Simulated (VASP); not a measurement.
Wanted: the native input for a VASP 6.6.1 run.

- Task: single point
- Functional: PBE
- Potentials or basis: VASP PAW PBE potentials, release 64 (Be, Se, S)
- Cutoff: 520 eV
- k mesh: 6 × 6 × 6
- Occupations: gaussian, width 0.02 eV
- Spin: no spin polarisation
- Further INCAR settings: ALGO = Normal; EDIFF = 1e-06

The structure of Be3Se2S lies in POSCAR:

```
Be3Se2S
1.0
   -1.7963300000      5.3878500000      2.5385700000
    1.7963300000     -5.3878500000      2.5385700000
    1.7963300000      5.3878500000     -2.5385700000
Be Se S
3 2 1
Direct
    0.4008870000      0.2410370000      0.1598490000
    0.0811880000      0.2410370000      0.8401510000
    0.7675170000      0.2675170000      0.5000000000
    0.3347920000      0.0002520000      0.3345400000
    0.6657120000      0.0002520000      0.6654600000
    0.9999070000      0.9999070000      0.0000000000
```

The cell was built by a generator and needn't be a form met in nature.

These files were run (other wordings do the same):

INCAR

```
PREC = Accurate
ENCUT = 520
EDIFF = 1E-6
ISMEAR = 0
SIGMA = 0.02
LREAL = False
LASPH = True
NELM = 100
ALGO = Normal
ISIF = 2
LWAVE = False
LCHARG = False
GGA = PE
KPAR = 4
```

KPOINTS

```
regular mesh
0
Gamma
  6 6 6
```

Potentials or basis: VASP PAW PBE potentials, release 64 (Be, Se, S).

The run is started by

```console
$ cat potpaw_PBE.64/Be/POTCAR potpaw_PBE.64/Se/POTCAR potpaw_PBE.64/S/POTCAR > POTCAR
$ mpirun -np 4 vasp_std > vasp.out
```

It gave:

```
Pressure               : 0.0 GPa
Largest force          : 0.004 eV/Å
Band gap on the k mesh : 2.68 eV, indirect (least direct gap 2.85 eV)
```

Run time: 26 s on 4 MPI ranks on Intel(R) Xeon(R) 6975P-C (Granite Rapids), on a shared host, peak memory 0.36 GiB a rank.
